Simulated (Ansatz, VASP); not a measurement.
**Cross-check of Cu3ClO (antiperovskite type (invented)) between VASP and Ansatz**

Aim: how closely do two programs agree when they are given the same cell, functional and k mesh? The cell is generated by rule, not measured, and may not be a known phase. The cell is taken from a series of runs on this material, whose earlier steps may have relaxed, scaled, displaced or heated it; both programs get it as it stands.

Calculated with Ansatz 0.2.0; plane waves, with VASP 6.6.1 beside it; relaxation of cell and atoms at PBEsol.

## Step 1: The starting structure

The structure is cubic, space group Pm-3m (No. 221). Conventional cell: a = 4.002 Å, b = 4.002 Å, c = 4.002 Å, α = 90.00°, β = 90.00°, γ = 90.00°. Nearest to Cl lie 12 Cu at 2.83 Å. O has 6 Cu at 2.00 Å nearest. Cu has 2 O at 2.00 Å and 8 Cu at 2.83 Å and 4 Cl at 2.83 Å nearest. Farther neighbours and most contacts between anions are not listed.

Coordinates:

```xyz
5
Lattice="4.0021 0.0000 0.0000 0.0000 4.0021 0.0000 0.0000 0.0000 4.0021" Properties=species:S:1:pos:R:3 pbc="T T T"
Cl    0.0000    0.0000    0.0000
O     2.0011    2.0011    2.0011
Cu    2.0011    2.0011    0.0000
Cu    2.0011    0.0000    2.0011
Cu    0.0000    2.0011    2.0011
```

## Step 2: VASP: relaxation of cell and atoms, PBEsol

The relaxed volume is the usual yardstick between codes: in a stiff, nearly cubic crystal its relative difference is about their pressure difference at one cell divided by the bulk modulus.

Lines of VASP's logs that name or quote its potential files are left out, and so is its time.

The input, INCAR:

```
SYSTEM = Cu3ClO
PREC = Accurate
ENCUT = 600
EDIFF = 1E-07
NELM = 120
ISMEAR = 0
SIGMA = 0.1
LREAL = .FALSE.
ALGO = Normal
GGA = PS
NBANDS = 29
LASPH = .TRUE.
LORBIT = 11
LWAVE = .FALSE.
LCHARG = .FALSE.
ISIF = 3
IBRION = 2
NSW = 80
EDIFFG = -0.005
GGA_COMPAT = .FALSE.
NELMIN = 4
KPAR = 2
```

The input, POSCAR:

```
Cu3ClO
1.0
    4.0021190000      0.0000000000      0.0000000000
    0.0000000000      4.0021190000      0.0000000000
    0.0000000000      0.0000000000      4.0021190000
Cl O Cu
1 1 3
Direct
    0.0000000000      0.0000000000      0.0000000000
    0.5000001249      0.5000001249      0.5000001249
    0.5000001249      0.5000001249      0.0000000000
    0.5000001249      0.0000000000      0.5000001249
    0.0000000000      0.5000001249      0.5000001249
```

The input, KPOINTS:

```
Automatic mesh
0
Gamma
10 10 10
0 0 0
```

PAW data sets: Cl, O and Cu (PBE family, release 64).

Run with:

```bash
> mpirun -np 2 vasp_std
```

Numbers of over 12 decimals in the logs are rounded to 6 here.

Log:

```text
[banner, memory and clock lines left out]
running    2 mpi-ranks, on    1 nodes
 distrk:  each k-point on    1 cores,    2 groups
 distr:  one band on    1 cores,    1 groups

 POSCAR found type information on POSCAR ClO Cu
 POSCAR found :  3 types and       5 ions
|                                                                             |
|               ----> ADVICE to this user running VASP <----                  |
|                                                                             |
|     You enforced a specific xc type in the INCAR file but a different       |
|     [... a line on the potential file left out ...]
|     I HOPE YOU KNOW WHAT YOU ARE DOING!                                     |
|                                                                             |

 LDA part: xc-table for (Slater+PW92), standard interpolation
 POSCAR, INCAR and KPOINTS ok, starting setup
 FFT: planning ... GRIDC
 FFT: planning ... GRID_SOFT
 FFT: planning ... GRID
 WAVECAR not read
 entering main loop
       N       E                     dE             d eps       ncg     rms          rms(c)
DAV:   1     0.433548314913E+03    0.43355E+03   -0.23010E+04  3264   0.268E+03
DAV:   2     0.420811109627E+02   -0.39147E+03   -0.37567E+03  3253   0.471E+02
DAV:   3    -0.194417593148E+02   -0.61523E+02   -0.58021E+02  4395   0.204E+02
DAV:   4    -0.230998357732E+02   -0.36581E+01   -0.36082E+01  4886   0.526E+01
DAV:   5    -0.231440119375E+02   -0.44176E-01   -0.44148E-01  4782   0.659E+00    0.189E+01
DAV:   6    -0.219026293039E+02    0.12414E+01   -0.24044E+01  4480   0.958E+01    0.824E+00
DAV:   7    -0.207430155515E+02    0.11596E+01   -0.69881E+00  4430   0.642E+01    0.389E+00
DAV:   8    -0.207548765763E+02   -0.11861E-01   -0.63815E-01  4167   0.564E+00    0.253E+00
DAV:   9    -0.207366828843E+02    0.18194E-01   -0.33356E-02  4553   0.252E+00    0.876E-01
DAV:  10    -0.207343870688E+02    0.22958E-02   -0.14759E-02  4980   0.172E+00    0.388E-01
DAV:  11    -0.207342886957E+02    0.98373E-04   -0.22724E-03  5274   0.562E-01    0.103E-01
DAV:  12    -0.207341927488E+02    0.95947E-04   -0.40233E-04  4815   0.352E-01    0.787E-02
DAV:  13    -0.207341762549E+02    0.16494E-04   -0.14423E-04  4703   0.130E-01    0.396E-02
DAV:  14    -0.207341763339E+02   -0.78968E-07   -0.91009E-06  3874   0.212E-02    0.208E-02
DAV:  15    -0.207341751013E+02    0.12327E-05   -0.57409E-06  4644   0.475E-02    0.104E-02
DAV:  16    -0.207341747873E+02    0.31396E-06   -0.93948E-07  4445   0.864E-03    0.123E-03
DAV:  17    -0.207341747684E+02    0.18865E-07   -0.23966E-07  2636   0.331E-03
   1 F= -.20734175E+02 E0= -.20733010E+02  d E =-.207342E+02
 curvature:   0.00 expect dE= 0.000E+00 dE for cont linesearch  0.000E+00
 trial: gam= 0.00000 g(F)=  0.000E+00 g(S)=  0.115E-03 ort = 0.000E+00 (trialstep = 0.100E+01)
 search vector abs. value=  0.115E-03
 bond charge predicted
       N       E                     dE             d eps       ncg     rms          rms(c)
DAV:   1    -0.207368268790E+02   -0.26521E-02   -0.43948E-02  3978   0.362E+00    0.455E-01
DAV:   2    -0.207353238269E+02    0.15031E-02   -0.25225E-02  4058   0.314E+00    0.215E-01
DAV:   3    -0.207342946440E+02    0.10292E-02   -0.52368E-03  4109   0.157E+00    0.706E-02
DAV:   4    -0.207342344373E+02    0.60207E-04   -0.16282E-04  4943   0.160E-01    0.323E-02
DAV:   5    -0.207342213282E+02    0.13109E-04   -0.70942E-06  5269   0.336E-02    0.184E-02
DAV:   6    -0.207342162051E+02    0.51231E-05   -0.54357E-06  5278   0.356E-02    0.227E-03
DAV:   7    -0.207342162901E+02   -0.84953E-07   -0.65873E-07  3838   0.847E-03
   2 F= -.20734216E+02 E0= -.20733027E+02  d E =-.415216E-04
 trial-energy change:   -0.000042  1 .order   -0.000046   -0.000115    0.000023
 step:   0.8002(harm=  0.8310)  dis= 0.00000  next Energy=   -20.734219 (dE=-0.439E-04)
 reached required accuracy - stopping structural energy minimisation
```

From OUTCAR (step 2):

```text
ion  position               nearest neighbor table
   1  0.000  0.000  0.000-
   2  0.500  0.500  0.500-   3 2.00   4 2.00   5 2.00   3 2.00   4 2.00   5 2.00
   3  0.500  0.500  0.000-   2 2.00   2 2.00
   4  0.500  0.000  0.500-   2 2.00   2 2.00
   5  0.000  0.500  0.500-   2 2.00   2 2.00

  LATTYP: Found a simple cubic cell.
 ALAT       =     4.0021190000

 Subroutine GETGRP returns: Found 48 space group operations
 (whereof 48 operations were pure point group operations)

The static configuration has the point symmetry O_h .

 Found     56 irreducible k-points:

   k-points           NKPTS =     56   k-points in BZ     NKDIM =     56   number of bands    NBANDS=     29

   dimension x,y,z NGX =    32 NGY =   32 NGZ =   32
   dimension x,y,z NGXF=    64 NGYF=   64 NGZF=   64

   ENCUT  =  600.0 eV  44.10 Ry    6.64 a.u.   7.99  7.99  7.99*2*pi/ulx,y,z

   NELECT =      46.0000    total number of electrons

 k-points in reciprocal lattice and weights: Automatic mesh
   0.00000000  0.00000000  0.00000000       0.001
   0.10000000  0.00000000  0.00000000       0.006
   0.20000000  0.00000000  0.00000000       0.006
   0.30000000  0.00000000  0.00000000       0.006
   0.40000000  0.00000000  0.00000000       0.006
   0.50000000  0.00000000  0.00000000       0.003
   0.10000000  0.10000000  0.00000000       0.012
   0.20000000  0.10000000  0.00000000       0.024
   0.30000000  0.10000000  0.00000000       0.024
[...]
0.50000000  0.50000000  0.40000000       0.006
   0.50000000  0.50000000  0.50000000       0.001

 average (electrostatic) potential at core
       1 -90.4797       2 -70.7544       3 -63.8534       4 -63.8534       5 -63.8534

 E-fermi :   6.3261

 k-point     1 :       0.0000    0.0000    0.0000
  band No.  band energies     occupation
    ...
     20       5.0834      2.00000
     21       5.1812      2.00000
     22       5.1812      2.00000
     23       5.1812      2.00000
     24       6.1107      1.99768
     25       9.8150      0.00000
     26       9.8150      0.00000
     27      14.3135      0.00000
     28      14.3135      0.00000
     29      14.3135      0.00000

 k-point     2 :       0.1000    0.0000    0.0000
  band No.  band energies     occupation
    ...
     20       5.0615      2.00000
     21       5.1695      2.00000
     22       5.1695      2.00000
     23       5.1813      2.00000
     24       6.2608      1.64429
     25       9.8631      0.00000
     26       9.9071      0.00000
     27      14.1035      0.00000
     28      14.1035      0.00000
     29      14.2683      0.00000

 k-point     3 :       0.2000    0.0000    0.0000
  band No.  band energies     occupation
    ...
     19       4.9971      2.00000
     20       5.0147      2.00000
     21       5.1358      2.00000
     22       5.1358      2.00000
     23       5.1814      2.00000
     24       6.7591      0.00000
     25      10.0138      0.00000
     26      10.1015      0.00000
     27      13.4857      0.00000
     28      13.4857      0.00000
    ...

  Total       -0.0128406     -0.0128406     -0.0128406      0.0000000      0.0000000     -0.0000000
  in kB       -0.3203558     -0.3203558     -0.3203558      0.0000000      0.0000000     -0.0000000
  external PRESSURE =      -0.3203558 kB  Pullay stress =       0.0000000 kB

  energy-cutoff  :      600.00
  volume of cell :       64.22
      direct lattice vectors                 reciprocal lattice vectors
     4.004557752  0.000000000  0.000000000     0.249715465 -0.000000000  0.000000000
     0.000000000  4.004557752  0.000000000     0.000000000  0.249715465 -0.000000000
    -0.000000000  0.000000000  4.004557752    -0.000000000  0.000000000  0.249715465

 POSITION                                       TOTAL-FORCE (eV/Angst)
 -----------------------------------------------------------------------------------
      0.00000      0.00000      0.00000         0.000000      0.000000      0.000000
      2.00228      2.00228      2.00228        -0.000000     -0.000000      0.000000
      2.00228      2.00228      0.00000        -0.000000      0.000000      0.000000
      2.00228      0.00000      2.00228         0.000000     -0.000000      0.000000
      0.00000      2.00228      2.00228        -0.000000     -0.000000      0.000000
 -----------------------------------------------------------------------------------
    total drift:                               -0.000803     -0.000803     -0.000803

  FREE ENERGIE OF THE ION-ELECTRON SYSTEM (eV)
  ---------------------------------------------------
  free  energy   TOTEN  =       -20.7342162901 eV

  energy  without entropy=      -20.7318376857  energy(sigma->0) =      -20.73302699

 reached required accuracy - stopping structural energy minimisation

 total charge
# of ion       s       p       d       tot
------------------------------------------
    1        1.622   3.386   0.000   5.008
    2        1.529   3.432   0.000   4.960
    3        0.308   0.250   9.336   9.895
    4        0.308   0.250   9.336   9.895
    5        0.308   0.250   9.336   9.895
--------------------------------------------------
tot          4.076   7.567  28.009  39.652

[... 3 further parts left out ...]
```

This run has no spin polarisation, so a moment on Cu, if there is one, isn't seen. The PAW data sets were made with PBE, which is usual practice but a small mismatch for other functionals. Oxides and halides of Cu are often magnetic insulators, and a metal at this level, without U or exact exchange, may be an artefact. The run keeps the 48 symmetry operations of its start, so it cannot find a distortion of lower symmetry.

(Continued in part 2 of 2.)

[Lines on the potential files, build, host, timing and source positions are cut from VASP's logs without a mark.]

[Logs are printed without paths, hosts, clocks, repeated set-up lines and the standing remarks that a program may print on its own settings, such as how far it seeks lower states.]

[Hosts, paths, dates, database ids (printed as entryN), source tags and the programs' standing remarks are cut or masked in the printed files.]
